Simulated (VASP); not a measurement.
## GW-BSE spectrum of NaCl

Wanted: the lowest vertical excitons of NaCl and its absorption. The cell is of the rock-salt type, one of the forms listed for this formula, which need not be the common one. The start is a cell from a database of measured crystal structures.

Program: VASP 6.6.1. Level of theory: PBE; plane waves and PAW (Na_sv_GW, Cl_GW), in the first sound run; inputs show where later runs differ. Results are calculated unless marked as measured.

The database entry behind the starting cell differs from later determinations by our own check (an axis about 0.4 % short against later determinations), so it need not match the best structure at ambient conditions.

### 1. The starting structure

The structure is cubic, space group Fm-3m (No. 225). The conventional cell has a = 5.620 Å, b = 5.620 Å, c = 5.620 Å, α = 90.00°, β = 90.00°, γ = 90.00°. Nearest to Na lie 6 Cl at 2.81 Å. Nearest to Cl lie 6 Na at 2.81 Å. Farther neighbours and most contacts between anions are not listed.

### 2. Ground state

The orbitals come from a self-consistent PBE run with a tight EDIFF and a narrow smearing. KPOINTS_OPT adds the bands along a path, which shows whether the mesh holds the band edges.

INCAR

```
SYSTEM = NaCl
PREC = Accurate
ENCUT = 400
EDIFF = 1E-08
NELM = 100
ISMEAR = 0
SIGMA = 0.01
LREAL = .FALSE.
ALGO = Normal
GGA = PE
NBANDS = 14
LORBIT = 11
LWAVE = .TRUE.
LCHARG = .FALSE.
KPAR = 8
```

POSCAR

```
NaCl
1.0
    0.0000000000      2.8100000000      2.8100000000
    2.8100000000      0.0000000000      2.8100000000
    2.8100000000      2.8100000000      0.0000000000
Na Cl
1 1
Direct
    0.0000000000      0.0000000000      0.0000000000
    0.5000000000      0.5000000000      0.5000000000
```

KPOINTS

```
Automatic mesh
0
Gamma
6 6 6
0 0 0
```

KPOINTS_OPT

```
Line mode
12
Line-mode
Reciprocal
  0.00000000   0.00000000   0.00000000 GAMMA
  0.50000000   0.00000000   0.50000000 X

  0.50000000   0.00000000   0.50000000 X
  0.50000000   0.25000000   0.75000000 W

  0.50000000   0.25000000   0.75000000 W
  0.37500000   0.37500000   0.75000000 K

  0.37500000   0.37500000   0.75000000 K
  0.00000000   0.00000000   0.00000000 GAMMA

  0.00000000   0.00000000   0.00000000 GAMMA
  0.50000000   0.50000000   0.50000000 L

  0.50000000   0.50000000   0.50000000 L
  0.62500000   0.25000000   0.62500000 U

  0.62500000   0.25000000   0.62500000 U
  0.50000000   0.25000000   0.75000000 W

  0.50000000   0.25000000   0.75000000 W
  0.50000000   0.50000000   0.50000000 L

  0.50000000   0.50000000   0.50000000 L
  0.37500000   0.37500000   0.75000000 K

  0.62500000   0.25000000   0.62500000 U
  0.50000000   0.00000000   0.50000000 X
```

The projector-augmented-wave data sets are Na_sv_GW and Cl_GW (PBE family, release 64).

The run is started by

```sh
$ mpirun -np 8 vasp_std
```

Output:

```text
[banner, memory and clock lines left out]
running    8 mpi-ranks, on    1 nodes
 distrk:  each k-point on    1 cores,    8 groups
 distr:  one band on    1 cores,    1 groups

 POSCAR found type information on POSCAR NaCl
 POSCAR found :  2 types and       2 ions
|                                                                             |
|           W    W    AA    RRRRR   N    N  II  N    N   GGGG   !!!           |
|           W    W   A  A   R    R  NN   N  II  NN   N  G    G  !!!           |
|           W    W  A    A  R    R  N N  N  II  N N  N  G       !!!           |
|           W WW W  AAAAAA  RRRRR   N  N N  II  N  N N  G  GGG   !            |
|           WW  WW  A    A  R   R   N   NN  II  N   NN  G    G                |
|           W    W  A    A  R    R  N    N  II  N    N   GGGG   !!!           |
|                                                                             |
|     For optimal performance we recommend to set                             |
|       NCORE = 2 up to number-of-cores-per-socket                            |
|     NCORE specifies how many cores store one orbital (NPAR=cpu/NCORE).      |
|     This setting can greatly improve the performance of VASP for DFT.       |
|     The default, NCORE=1 might be grossly inefficient on modern             |
|     multi-core architectures or massively parallel machines. Do your        |
|     Unfortunately you need to use the default for GW and RPA                |
|     calculations (for HF NCORE is supported but not extensively tested      |
|     yet).                                                                   |
|                                                                             |

 LDA part: xc-table for (Slater+PW92), standard interpolation
 POSCAR, INCAR and KPOINTS ok, starting setup
 FFT: planning ... GRIDC
 FFT: planning ... GRID_SOFT
 FFT: planning ... GRID
 WAVECAR not read
 entering main loop
       N       E                     dE             d eps       ncg     rms          rms(c)
DAV:   1     0.121242371715E+03    0.12124E+03   -0.68763E+03   448   0.899E+02
DAV:   2    -0.268282643988E+01   -0.12393E+03   -0.11613E+03   496   0.290E+02
DAV:   3    -0.878486932774E+01   -0.61020E+01   -0.60481E+01   586   0.623E+01
DAV:   4    -0.898257335595E+01   -0.19770E+00   -0.19760E+00   646   0.117E+01
DAV:   5    -0.898528517395E+01   -0.27118E-02   -0.27117E-02   602   0.142E+00    0.159E+00
DAV:   6    -0.885161800902E+01    0.13367E+00   -0.18111E-01   568   0.340E+00    0.758E-01
DAV:   7    -0.884468719399E+01    0.69308E-02   -0.50004E-02   646   0.149E+00    0.400E-01
DAV:   8    -0.885013014290E+01   -0.54429E-02   -0.77990E-03   508   0.863E-01    0.442E-02
DAV:   9    -0.885018651755E+01   -0.56375E-04   -0.18019E-04   580   0.162E-01    0.213E-02
DAV:  10    -0.885025413880E+01   -0.67621E-04   -0.65983E-05   508   0.539E-02    0.246E-03
DAV:  11    -0.885025547118E+01   -0.13324E-05   -0.25676E-06   544   0.130E-02    0.102E-03
DAV:  12    -0.885025584387E+01   -0.37269E-06   -0.58302E-07   556   0.634E-03    0.113E-03
DAV:  13    -0.885025568103E+01    0.16284E-06   -0.12252E-07   556   0.401E-03    0.536E-05
DAV:  14    -0.885025566501E+01    0.16021E-07   -0.22737E-09   380   0.604E-04    0.236E-05
DAV:  15    -0.885025566382E+01    0.11926E-08   -0.40353E-10   326   0.232E-04
   1 F= -.88502557E+01 E0= -.88502557E+01  d E =-.169315E-61
 Start KPOINTS_OPT (optional k-point list driver)
k-point batch [1-16\120]
       N       E                     dE             ncg
DAV:   1    -0.218304821953E+04   -0.74713E+04      448
DAV:   2    -0.414239651207E+04   -0.19593E+04      502
DAV:   3    -0.424120687282E+04   -0.98810E+02      592
DAV:   4    -0.424400969216E+04   -0.28028E+01      574
DAV:   5    -0.424412585471E+04   -0.11616E+00      618
DAV:   6    -0.424413071910E+04   -0.48644E-02      604
DAV:   7    -0.424413077369E+04   -0.54593E-04      624
DAV:   8    -0.424413077471E+04   -0.10231E-05      628
DAV:   9    -0.424413077472E+04   -0.99817E-08      458
[...]
k-point batch [113-120\120]
       N       E                     dE             ncg
DAV:   1     0.312709457085E+04   -0.52553E+04      224
DAV:   2     0.224143426140E+04   -0.88566E+03      260
DAV:   3     0.220400521936E+04   -0.37429E+02      272
DAV:   4     0.220283688296E+04   -0.11683E+01      324
DAV:   5     0.220280124253E+04   -0.35640E-01      314
DAV:   6     0.220280062332E+04   -0.61921E-03      330
DAV:   7     0.220280060918E+04   -0.14141E-04      320
DAV:   8     0.220280060903E+04   -0.15449E-06      330
DAV:   9     0.220280060902E+04   -0.15793E-08      226
 writing wavefunctions
```

It took 17 s on 8 MPI ranks of Intel Xeon Platinum 8259CL at 2.50GHz (Skylake/Cascade Lake), shared host; peak memory 1.3 GiB.

Lines that name or quote the potential files are left out of all logs, and their timing lines are given in words.

OUTCAR, selected parts (step 2):

```text
ion  position               nearest neighbor table
   1  0.000  0.000  0.000-
   2  0.500  0.500  0.500-

  LATTYP: Found a face centered cubic cell.
 ALAT       =     5.6200000000

 Subroutine GETGRP returns: Found 48 space group operations
 (whereof 48 operations were pure point group operations)

The static configuration has the point symmetry O_h .

 Found     16 irreducible k-points:

   k-points           NKPTS =     16   k-points in BZ     NKDIM =     16   number of bands    NBANDS=     14

   dimension x,y,z NGX =    28 NGY =   28 NGZ =   28
   dimension x,y,z NGXF=    56 NGYF=   56 NGZF=   56

   ENCUT  =  400.0 eV  29.40 Ry    5.42 a.u.   6.48  6.48  6.48*2*pi/ulx,y,z

   NELECT =      16.0000    total number of electrons

 k-points in reciprocal lattice and weights: Automatic mesh
   0.00000000  0.00000000  0.00000000       0.005
   0.16666667  0.00000000  0.00000000       0.037
   0.33333333  0.00000000  0.00000000       0.037
   0.50000000  0.00000000  0.00000000       0.019
   0.16666667  0.16666667  0.00000000       0.028
   0.33333333  0.16666667  0.00000000       0.111
   0.50000000  0.16666667  0.00000000       0.111
  -0.33333333  0.16666667  0.00000000       0.111
  -0.16666667  0.16666667  0.00000000       0.056
[...]
-0.33333333  0.33333333  0.16666667       0.111
  -0.33333333  0.50000000  0.16666667       0.056

 average (electrostatic) potential at core
       1 -55.7846       2 -84.2179

 E-fermi :  -0.7601

 k-point     1 :       0.0000    0.0000    0.0000
  band No.  band energies     occupation
    ...
      4     -21.6720      2.00000
      5     -13.5584      2.00000
      6      -0.8754      2.00000
      7      -0.8754      2.00000
      8      -0.8754      2.00000
      9       4.2803      0.00000
     10      10.1739      0.00000
     11      10.1739      0.00000
     12      10.1739      0.00000
     13      12.2606      0.00000
    ...

 k-point     2 :       0.1667    0.0000    0.0000
  band No.  band energies     occupation
    ...
      4     -21.6730      2.00000
      5     -13.4759      2.00000
      6      -1.4842      2.00000
      7      -0.9458      2.00000
      8      -0.9458      2.00000
      9       5.0980      0.00000
     10       9.4182      0.00000
     11      10.4557      0.00000
     12      10.4557      0.00000
     13      11.9738      0.00000
    ...

 k-point     3 :       0.3333    0.0000    0.0000
  band No.  band energies     occupation
    ...
      4     -21.6742      2.00000
      5     -13.3037      2.00000
      6      -2.4278      2.00000
      7      -1.0802      2.00000
      8      -1.0802      2.00000
      9       6.2036      0.00000
     10       9.2425      0.00000
     11      10.2717      0.00000
     12      10.2717      0.00000
     13      13.0548      0.00000
    ...

  Total        0.0205003      0.0205003      0.0205003     -0.0000000      0.0000000      0.0000000
  in kB        0.7401521      0.7401521      0.7401521     -0.0000000      0.0000000      0.0000000
  external PRESSURE =       0.7401521 kB  Pullay stress =       0.0000000 kB

  energy-cutoff  :      400.00
  volume of cell :       44.38
      direct lattice vectors                 reciprocal lattice vectors
     0.000000000  2.810000000  2.810000000    -0.177935943  0.177935943  0.177935943
     2.810000000  0.000000000  2.810000000     0.177935943 -0.177935943  0.177935943
     2.810000000  2.810000000  0.000000000     0.177935943  0.177935943 -0.177935943

 POSITION                                       TOTAL-FORCE (eV/Angst)
 -----------------------------------------------------------------------------------
      0.00000      0.00000      0.00000         0.000000      0.000000      0.000000
      2.81000      2.81000      2.81000        -0.000000     -0.000000     -0.000000
 -----------------------------------------------------------------------------------
    total drift:                                0.000000      0.000000      0.000000

  FREE ENERGIE OF THE ION-ELECTRON SYSTEM (eV)
  ---------------------------------------------------
  free  energy   TOTEN  =        -8.8502556638 eV

  energy  without entropy=       -8.8502556638  energy(sigma->0) =       -8.85025566

 total charge
# of ion       s       p       d       tot
------------------------------------------
    1        2.002   5.984   0.016   8.002
    2        1.570   3.537   0.002   5.109
--------------------------------------------------
tot          3.572   9.521   0.018  13.111

[... 3 further parts left out ...]
```

This step gave:

| Property | Result |
| --- | --- |
| free energy (TOTEN) | -8.850 eV |
| Fermi energy | -0.7601 eV |
| pressure | 0.07402 GPa |
| least gap on mesh and path | 5.156 eV |
| least direct gap on mesh and path | 5.156 eV |

The highest empty bands on the path are converged less tightly, to about 0.1 eV. The electronic bands at the labelled points (eV, zero at the valence-band top; v1 is the highest filled band, c1 the lowest empty one):

```
          point     v3     v2     v1    c1     c2     c3     c4
              Γ   0.00   0.00   0.00  5.16  11.05  11.05  11.05
0.45 of the way  -0.96  -0.28  -0.28  6.90   9.28  11.04  12.19
              X  -1.69  -0.61  -0.61  7.56   8.04  11.40  14.88
0.45 of the way  -1.58  -0.77  -0.68  7.99   8.45  10.97  12.94
              W  -1.21  -1.21  -0.76  8.85   9.70   9.70  11.37
0.55 of the way  -1.38  -1.12  -0.61  8.52   9.12  10.36  12.02
              K  -1.43  -1.13  -0.50  8.24   9.04  10.59  12.75
0.45 of the way  -1.33  -0.56  -0.19  7.59   9.64  10.55  11.79
              Γ   0.00   0.00   0.00  5.16  11.05  11.05  11.05
0.45 of the way  -0.98  -0.12  -0.12  6.46  10.05  11.36  11.36
              L  -1.95  -0.27  -0.27  7.28  10.72  10.92  10.92
0.55 of the way  -1.70  -0.76  -0.37  8.18   9.67  10.38  11.66
              U  -1.43  -1.13  -0.50  8.24   9.04  10.59  12.75
0.55 of the way  -1.36  -1.12  -0.65  8.61   9.17  10.27  11.85
              W  -1.21  -1.21  -0.76  8.85   9.70   9.70  11.37
0.45 of the way  -1.63  -0.84  -0.45  8.50   9.44  10.20  11.78
              L  -1.95  -0.27  -0.27  7.28  10.72  10.92  10.92
0.45 of the way  -1.78  -0.63  -0.35  7.97   9.88  10.50  11.45
              K  -1.43  -1.13  -0.50  8.24   9.04  10.59  12.75
      jump to U  -1.43  -1.13  -0.50  8.24   9.04  10.59  12.75
0.45 of the way  -1.61  -0.80  -0.57  7.83   8.37  11.11  13.62
              X  -1.69  -0.61  -0.61  7.56   8.04  11.40  14.88
```

Of the projections kept (Na, Cl), the largest for each band there, as a share of the weight inside these atoms' spheres; weight between the spheres isn't counted:

| point | v3 | v2 | v1 | c1 | c2 | c3 | c4 |
| --- | --- | --- | --- | --- | --- | --- | --- |
| Γ | Cl 0.99 | Cl 0.99 | Cl 0.99 | Cl 0.85 | Cl 0.79 | Cl 0.79 | Cl 0.79 |
| X | Cl 0.95 | Cl 0.97 | Cl 0.97 | Cl 0.70 | Cl 0.73 | Cl 0.81 | Na 0.50 |
| W | Cl 0.96 | Cl 0.96 | Cl 0.99 | Cl 0.78 | Cl 0.83 | Cl 0.83 | Na 0.52 |
| K | Cl 0.95 | Cl 0.98 | Cl 0.98 | Cl 0.64 | Cl 0.85 | Cl 0.83 | Cl 0.60 |
| Γ | Cl 0.99 | Cl 0.99 | Cl 0.99 | Cl 0.85 | Cl 0.79 | Cl 0.79 | Cl 0.79 |
| L | Cl 0.98 | Cl 0.99 | Cl 0.99 | Cl 0.60 | Cl 0.90 | Cl 0.58 | Cl 0.58 |

The electronic bands as a text plot (rows in eV, shown from -2.0 to 10.9 only):

```
   10.7 |++  +++    +   ++   +  ++ ++   +++++  ++     +++++  ++
   10.1 |  +         + +  + +  +     +++   ++++  +  +++   +++
    9.6 |   +        ++   +++++              +   +++ +     ++
    9.0 |    +      ++++++                    +++ +++        +
    8.5 |     ++   ++  +++++                 +++++          ++++
    8.0 |      +++++        +               +        ++   ++  +++
    7.4 |    ++ +++          +          ++++           +++      +
    6.9 |                     +       ++
    6.4 |   +                        +
    5.8 |  +                   ++   +
    5.3 |++                      +++
    4.8 |
    4.2 |
    3.7 |
    3.1 |
    2.6 |
    2.1 |
    1.5 |
    1.0 |
    0.5 |
   -0.1 |****              *****************           ****
   -0.6 |  **************** ****    **     *************  *******
   -1.1 |    **     ******** **       *      ********       ***
   -1.7 |      ******   *****          *********    ********* ***
         Γ       X    W  K        Γ      L     U  W     L   K|U X
```

The cell has a gap of 5.16 eV on mesh and path.

### 3. Empty bands

The next step needs empty bands that the ground-state run didn't converge, so the Hamiltonian is diagonalised exactly for NBANDS bands, in a single step. LOPTICS writes the k-derivatives of the orbitals (WAVEDER), which give the long-wavelength limit of the screening.

INCAR

```
SYSTEM = NaCl
PREC = Accurate
ENCUT = 400
ISMEAR = 0
SIGMA = 0.01
LREAL = .FALSE.
GGA = PE
NBANDS = 104
ALGO = Exact
NELM = 1
LWAVE = .TRUE.
LCHARG = .FALSE.
LOPTICS = .TRUE.
NEDOS = 1000
CSHIFT = 0.1
```

POSCAR is that of step 2.

KPOINTS is that of step 2.

The run is started by

```sh
$ mpirun -np 8 vasp_std
```

Output:

```text
[banner, memory and clock lines left out]
running    8 mpi-ranks, on    1 nodes
 distrk:  each k-point on    8 cores,    1 groups
 distr:  one band on    1 cores,    8 groups

 POSCAR found type information on POSCAR NaCl
 POSCAR found :  2 types and       2 ions
 [... a notice as in an earlier step ...]

 LDA part: xc-table for (Slater+PW92), standard interpolation
 found WAVECAR, reading the header
  number of bands has changed, file:    14 present:   104
  trying to continue reading WAVECAR, but it might fail
 POSCAR, INCAR and KPOINTS ok, starting setup
 FFT: planning ... GRIDC
 FFT: planning ... GRID_SOFT
 FFT: planning ... GRID
 reading WAVECAR
 random initialization beyond band           14
 the WAVECAR file was read successfully
 initial charge from wavefunction
 entering main loop
       N       E                     dE             d eps       ncg     rms          rms(c)
DIA:   1    -0.885025566484E+01   -0.88503E+01    0.00000E+00     0   0.000E+00
   1 F= -.88502557E+01 E0= -.88502557E+01  d E =-.337694E-49
 writing wavefunctions
 optical routines
 imaginary and real dielectric function
 recalculating local potential from charge density
 direction            1
 direction            2
 direction            3
```

Elapsed: 11 s, on 8 MPI ranks; peak memory 1.2 GiB.

Parts of OUTCAR (step 3):

```text
The static configuration has the point symmetry O_h .

 Found     16 irreducible k-points:

   k-points           NKPTS =     16   k-points in BZ     NKDIM =     16   number of bands    NBANDS=    104

   NELECT =      16.0000    total number of electrons

 E-fermi :  -0.7732

 k-point     1 :       0.0000    0.0000    0.0000
  band No.  band energies     occupation
    ...
      4     -21.6719      2.00000
      5     -13.5584      2.00000
      6      -0.8754      2.00000
      7      -0.8754      2.00000
      8      -0.8754      2.00000
      9       4.2803      0.00000
     10      10.1739      0.00000
     11      10.1739      0.00000
     12      10.1739      0.00000
     13      12.2606      0.00000
    ...

 k-point     2 :       0.1667    0.0000    0.0000
  band No.  band energies     occupation
    ...
      4     -21.6729      2.00000
      5     -13.4760      2.00000
      6      -1.4842      2.00000
      7      -0.9458      2.00000
      8      -0.9458      2.00000
      9       5.0980      0.00000
     10       9.4182      0.00000
     11      10.4557      0.00000
     12      10.4557      0.00000
     13      11.9738      0.00000
    ...

  Total        0.0200614      0.0200614      0.0200614      0.0000000     -0.0000000      0.0000000
  in kB        0.7243065      0.7243065      0.7243065      0.0000000     -0.0000000      0.0000000
  external PRESSURE =       0.7243065 kB  Pullay stress =       0.0000000 kB

 POSITION                                       TOTAL-FORCE (eV/Angst)
 -----------------------------------------------------------------------------------
      0.00000      0.00000      0.00000         0.000000      0.000000     -0.000000
      2.81000      2.81000      2.81000        -0.000000     -0.000000      0.000000
 -----------------------------------------------------------------------------------
    total drift:                                0.000000      0.000000      0.000000

  FREE ENERGIE OF THE ION-ELECTRON SYSTEM (eV)
  ---------------------------------------------------
  free  energy   TOTEN  =        -8.8502556648 eV

  energy  without entropy=       -8.8502556648  energy(sigma->0) =       -8.85025566

 plasma frequency squared (from intraband transitions) (eV^2)
  --------------------------------------------------------------------------------------
       0.000      -0.000       0.000
      -0.000       0.000       0.000
       0.000       0.000       0.000

[... 12 parts as in an earlier step ...]
```

The gap is read on the k-mesh alone, so it is an upper bound where the band edges lie off the mesh, and a coarse mesh can show a gap where there is none.

Numbers from this step:

```yaml
gap_on_the_k_mesh: 5.156 eV
least_direct_gap_on_the_k_mesh: 5.156 eV
```

WAVECAR now holds 104 bands for 16 electrons. Its independent-particle dielectric tensor has xx, yy, zz = 2.8, 2.8, 2.8 on this mesh. It isn't tested for convergence in mesh or bands and lacks local fields, and at a small direct gap a coarse mesh makes it too large, which overscreens the GW step.

[end of part 1 of 3]

[Lines on the potential files, build, host, timing and source positions are cut from VASP's logs without a mark.]

[Logs are printed without paths, hosts, clocks, repeated set-up lines and the standing remarks that a program may print on its own settings, such as how far it seeks lower states.]

[Hosts, paths, dates, database ids (printed as entryN), source tags and the programs' standing remarks are cut or masked in the printed files.]

[Pressures printed for these runs are not shown converged in the cutoff: they can be off by several GPa and have the wrong sign.]

[In band tables of VASP the shares of atoms and orbitals are scaled to a sum of 1 inside the atoms' spheres.]
